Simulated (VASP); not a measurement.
Nb3Tl under changes of volume

One of the cells (18.950 Å³/atom); the others are scaled copies at fixed shape and fractional positions:

```
CELL_PARAMETERS angstrom
5.33208 0.00000 0.00000
0.00000 5.33208 0.00000
0.00000 0.00000 5.33208
ATOMIC_POSITIONS crystal
Tl 0.50000 0.50000 0.50000
Tl 0.00000 0.00000 0.00000
Nb 0.00000 0.50000 0.25000
Nb 0.00000 0.50000 0.75000
Nb 0.50000 0.25000 0.00000
Nb 0.75000 0.00000 0.50000
Nb 0.50000 0.75000 0.00000
Nb 0.25000 0.00000 0.50000
```

| Item | Value |
| --- | --- |
| Program | VASP 6.6.1 |
| Functional | PBE |
| Potentials or basis | VASP PAW PBE potentials, release 64 (Tl_d, Nb_sv) |
| Cutoff | 520 eV |
| k mesh | 5 × 5 × 5 |
| Occupations | fermi-dirac, width 0.05 eV |
| Spin | no spin polarisation |

```csv
volume (Å³/atom),energy over the lowest point (meV/atom),pressure (GPa)
17.463,?,?
17.835,44.42,12.2
18.206,20.90,8.1
18.950,0.00,1.1
19.321,0.91,-1.9
19.693,8.38,-4.5
```

Task: What does the run at 17.463 Å³/atom give?

Result: Energy over the lowest point 78.01 meV/atom; pressure 16.8 GPa.

Worked out: A Birch-Murnaghan fit of order 3 (a polynomial in V^(-2/3)) to the other rows has its minimum at 19.09 Å³/atom with B0 = V·E''(V) = 155 GPa and B' = 4.5. It gives 78.11 meV/atom at 17.463 Å³/atom, against the run's 78.01, and -dE/dV = 16.9 GPa, against 16.8.

Energies are extrapolated to zero smearing.
